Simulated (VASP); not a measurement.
The system is Co.

```
CELL_PARAMETERS angstrom
2.45267 0.00000 0.00000
-1.22634 2.12408 0.00000
0.00000 0.00000 3.96075
ATOMIC_POSITIONS crystal
Co 0.33333 0.66667 0.25000
Co 0.66667 0.33333 0.75000
```

Base run:

| Quantity | Value |
| --- | --- |
| Program | VASP 6.6.1 |
| Functional | PBEsol |
| Potentials or basis | VASP PAW PBE potentials, release 64 (Co) |
| Cutoff | 520 eV |
| k mesh | 30 × 30 × 16 |
| Occupations | gaussian, width 0.1 eV |
| Spin | collinear spin, ferromagnetic start |
| Starting moments | [2.0, 2.0] μB |

Its results: band gap on the k mesh none (metal or under the smearing width); pressure 0.3 GPa; net moment 3.13 μB per cell; site moments Co +1.57 μB.

After a change of settings the same cell gave: band gap on the k mesh none (metal or under the smearing width); pressure 6.9 GPa; net moment 3.43 μB per cell; site moments Co +1.76 μB. Which change was it?
A. cutoff from 520 eV to 700 eV; k mesh from 30 × 30 × 16 to 21 × 21 × 10
B. k mesh from 30 × 30 × 16 to 21 × 21 × 10; occupations from gaussian, width 0.1 eV to gaussian, width 0.5 eV
C. functional from PBEsol to r2SCAN; k mesh from 30 × 30 × 16 to 21 × 21 × 10

C.

Caveats: the PAW data sets were made with another functional, which shifts forces and pressure a little.

Not every run made on this cell is shown here.
